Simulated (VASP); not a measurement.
A convergence study with VASP on Re (hcp): a few settings are varied, all else stays as given below, so the limit is that of these other settings.

```
Re
1.0
    1.38000    -2.39023     0.00000
    1.38000     2.39023     0.00000
    0.00000     0.00000     4.46000
Re
2
Direct
  0.33333   0.66667   0.25000
  0.66667   0.33333   0.75000
```

Calculation: PBEsol GGA, VASP's PBE PAW potentials (set 64) (plane waves; VASP). The last row used: 550 eV cut-off, 23×23×12 Γ-centred mesh, second-order Methfessel-Paxton smearing of 0.40 eV, potentials Re.

```
setting                                   E (eV/atom)  pressure (GPa)  irreducible k-points
----------------------------------------  -----------  --------------  --------------------
ISMEAR = -1, SIGMA = 0.01, 8×8×4 mesh        -13.3541           -3.54                    30
ISMEAR = -1, SIGMA = 0.2, 8×8×4 mesh         -13.3597           -3.27                    30
ISMEAR = 0, SIGMA = 0.01, 8×8×4 mesh         -13.3540           -3.56                    30
ISMEAR = 0, SIGMA = 0.2, 8×8×4 mesh          -13.3539           -3.59                    30
ISMEAR = 1, SIGMA = 0.01, 8×8×4 mesh         -13.3540           -3.57                    30
ISMEAR = 1, SIGMA = 0.2, 8×8×4 mesh          -13.3530           -3.61                    30
ISMEAR = 2, SIGMA = 0.01, 8×8×4 mesh         -13.3540           -3.56                    30
ISMEAR = 2, SIGMA = 0.2, 8×8×4 mesh          -13.3533           -3.61                    30
ISMEAR = -1, SIGMA = 0.05, 17×17×9 mesh      -13.3682           -4.13                   165
ISMEAR = -1, SIGMA = 0.2, 17×17×9 mesh       -13.3659           -3.44                   165
ISMEAR = 0, SIGMA = 0.05, 17×17×9 mesh       -13.3682           -4.18                   165
ISMEAR = 0, SIGMA = 0.2, 17×17×9 mesh        -13.3679           -4.08                   165
ISMEAR = 1, SIGMA = 0.05, 17×17×9 mesh       -13.3681           -4.21                   165
ISMEAR = 1, SIGMA = 0.2, 17×17×9 mesh        -13.3683           -4.18                   165
ISMEAR = 2, SIGMA = 0.05, 17×17×9 mesh       -13.3681           -4.21                   165
ISMEAR = 2, SIGMA = 0.2, 17×17×9 mesh        -13.3683           -4.18                   165
ISMEAR = -1, SIGMA = 0.05, 23×23×12 mesh     -13.3672           -4.17                   392
ISMEAR = -1, SIGMA = 0.4, 23×23×12 mesh      -13.3638           -1.05                   392
ISMEAR = 0, SIGMA = 0.05, 23×23×12 mesh      -13.3672           -4.20                   392
ISMEAR = 0, SIGMA = 0.4, 23×23×12 mesh       -13.3665           -3.76                   392
ISMEAR = 1, SIGMA = 0.05, 23×23×12 mesh      -13.3672           -4.20                   392
ISMEAR = 1, SIGMA = 0.4, 23×23×12 mesh       -13.3673           -4.23                   392
ISMEAR = 2, SIGMA = 0.05, 23×23×12 mesh      -13.3672           -4.20                   392
ISMEAR = 2, SIGMA = 0.4, 23×23×12 mesh       -13.3672           -4.21                   392
```

Left out are rungs that failed or repeat a setting and relaxations that didn't move; long series are thinned to 24 rows.

The compound is Re in the hcp structure. The cell was not relaxed at this level.
